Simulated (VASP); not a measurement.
Write the native input for VASP 6.6.1 that does the following.

- Task: relaxation of cell and atoms
- Functional: PBE
- Potentials or basis: VASP PAW PBE potentials, release 64 (Hf_pv, Ge_d)
- Cutoff: 520 eV
- k mesh: 5 × 5 × 5
- Occupations: gaussian, width 0.15 eV
- Spin: no spin polarisation
- Further INCAR settings: PREC = Normal; ALGO = Fast; EDIFF = 0.0001; IBRION = 2; EDIFFG = -0.08; NSW = 24; ISIF = 3

The structure of HfGe lies in POSCAR:

```
HfGe
1.0
    0.0000000000      3.4920491100      3.4920491100
    3.4920491100      0.0000000000      3.4920491100
    3.4920491100      3.4920491100      0.0000000000
Hf Ge
2 2
Direct
    0.2500000000      0.2500000000      0.2500000000
    0.0000000000      0.0000000000      0.0000000000
    0.5000000000      0.5000000000      0.5000000000
    0.7500000000      0.7500000000      0.7500000000
```

The cell was built by a generator and needn't be a form met in nature.

These files were run (other wordings do the same):

INCAR

```
  PREC = Normal
  ENCUT = 520
  EDIFF = 1E-4
  ISMEAR = 0
  SIGMA = 0.15
  LREAL = False
  LASPH = True
  NELM = 60
  ALGO = Fast
  ISIF = 3
  LWAVE = False
  LCHARG = False
  GGA = PE
  IBRION = 2
  NSW = 24
  EDIFFG = -0.08
```

KPOINTS

```
Automatic mesh
0
Gamma
  5 5 5
```

Potentials or basis: VASP PAW PBE potentials, release 64 (Hf_pv, Ge_d).

Launch:

```bash
$ cat potpaw_PBE.64/Hf_pv/POTCAR potpaw_PBE.64/Ge_d/POTCAR > POTCAR
$ mpirun -np 1 vasp_std > vasp.out
```

Results of the run:

```yaml
Relaxed_volume: 19.91 Å³/atom
Relaxed_cell: a = 4.829 Å, b = 4.829 Å, c = 4.829 Å, α = 60.00°, β = 60.00°, γ = 60.00°
Space_group_after_relaxing_to_0.05_Å: Fd-3m (No. 227)
Energy_gained_by_relaxing: 36.5 meV/atom
Ionic_steps: 4
Pressure_after_relaxing: 0.3 GPa
Band_gap_on_the_k_mesh: none (metal or under the smearing width)
```

Run time: 28 s on 1 thread of Intel(R) Xeon(R) 6975P-C (Granite Rapids), on a shared host, peak memory 0.17 GiB.
